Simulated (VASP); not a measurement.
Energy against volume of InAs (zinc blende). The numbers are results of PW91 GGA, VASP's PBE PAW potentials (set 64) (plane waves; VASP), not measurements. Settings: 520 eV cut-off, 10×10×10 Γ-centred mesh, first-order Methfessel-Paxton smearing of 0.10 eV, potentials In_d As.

```json
[
 {"V (Å³/atom)": "27.818", "E (eV/atom)": "-3.87229"},
 {"V (Å³/atom)": "28.706", "E (eV/atom)": "-3.88645"},
 {"V (Å³/atom)": "29.594", "E (eV/atom)": "-3.89086"},
 {"V (Å³/atom)": "30.482", "E (eV/atom)": "-3.88710"}
]
```

**Question.** Fit these four points and predict the energy of the run at 31.370 Å³/atom.

**Answer.** A cubic in V^(−2/3), the third-order Birch-Murnaghan form, passes through the four points with V0 = 29.60 Å³/atom and B0 = 49 GPa, and gives -3.8765 eV/atom there. The run gave -3.8765 eV/atom, +0.0 meV/atom from the fit; all five points give B0 = 49 GPa.

The compound is InAs in the zinc blende structure. It was relaxed first, which changed the volume by +6 %.
